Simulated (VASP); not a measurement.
Given:

```
CELL_PARAMETERS angstrom
      0.00000     2.35755     2.35755
      2.35755     0.00000     2.35755
      2.35755     2.35755     0.00000
ATOMIC_POSITIONS crystal
  Hf 0.00000 0.00000 0.00000
  C  0.50000 0.50000 0.50000
```

Computed with PBE GGA with D4 dispersion, VASP's PBE PAW potentials (set 64) (plane waves; VASP). Numerical set-up: 520 eV cut-off, 14×14×14 Γ-centred mesh, first-order Methfessel-Paxton smearing of 0.10 eV, potentials Hf_pv C.

Unless said otherwise, spin-orbit coupling is left out, though it shifts the bands of the heavy elements here.

**Question.** Estimate the energy per atom (σ→0), pressure, band gap (on the k-mesh) with the smallest direct gap where there is one.

**Answer.** 
The band gap (on the k-mesh) is none (metal, semimetal or under 0.01 eV) and the energy per atom (σ→0) comes out as -10.744 eV/atom. The pressure is -12.83 GPa.

Only differences to runs with the same potentials and settings are physical.

The compound is HfC in the rock salt structure. This cell is one point of a volume scan, at 1.06 of the reference volume.
